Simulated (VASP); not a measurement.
An input for Ansatz (written as the equivalent of a VASP run, and not itself run):

Ansatz 0.2 input:
```yaml
crystal:
  lattice:
    - [4.3104507, 0.0000000, 0.0000000]
    - [-2.1552253, 3.7329593, 0.0000000]
    - [0.0000000, 0.0000000, 7.0398993]
  atoms:
    - { symbol: Cd, position: [0.3333330, 0.6666670, 0.9997786] }
    - { symbol: Cd, position: [0.6666670, 0.3333330, 0.4997786] }
    - { symbol: Se, position: [0.3333330, 0.6666670, 0.3752214] }
    - { symbol: Se, position: [0.6666670, 0.3333330, 0.8752214] }
kpoints:
  mp_grid: { grid: [6, 6, 3] }
hamiltonian:
  xc: pbesol
  pseudopotentials: { kind: paw }
scf:
  occupations: { method: gaussian, width: 0.05 }
  max_iter: 100
relax:
  max_steps: 40
  f_tol: 0.02
  cell: { p_target: 5 }
output: { forces: true, stress: true, eigenvalues: true }
```

Write the VASP files for the same calculation (PBEsol).

Several could match; the one computed here: 
**INCAR**
```
ALGO  =  Normal
EDIFF  =  1E-6
EDIFFG  =  -0.02
ENCUT  =  500
GGA  =  PS
IBRION  =  2
ISIF  =  3
ISMEAR  =  0
LASPH  =  .True.
LCHARG  =  .False.
LMAXMIX  =  4
LREAL  =  .False.
LWAVE  =  .False.
NELM  =  100
NSW  =  40
PREC  =  Accurate
PSTRESS  =  50
SIGMA  =  0.05
SYSTEM  =  CdSe
```

File POSCAR:
```
CdSe
1.0
  4.3104506705   0.0000000000   0.0000000000
 -2.1552253353   3.7329593439   0.0000000000
  0.0000000000   0.0000000000   7.0398993021
Cd Se
2 2
Cartesian
 -0.0000021553   2.4886408069   7.0383404642
  2.1552274905   1.2443185370   3.5183908132
 -0.0000021553   2.4886408069   2.6415210762
  2.1552274905   1.2443185370   6.1614707272
```

File KPOINTS:
```
kpoints
0
Gamma
  6 6 3
0 0 0
```

POTCAR, in this order: Cd Se (PBE.64 set). Program: vasp_std.

Limits of the translation: each code has its own PAW files, so the cut-off isn't converted (ENCUT is set for VASP's; basis.ecutwfc is left out, and Ansatz then takes the one that its files recommend); Ansatz stops its SCF on the density residual and VASP on the energy change (EDIFF).

The structure was generated: CdSe was put into the wurtzite type (P6_3mc), which need not be its known phase. This run relaxes it under an external pressure of 5 GPa. Symmetry was kept, so distortions that lower it aren't found.
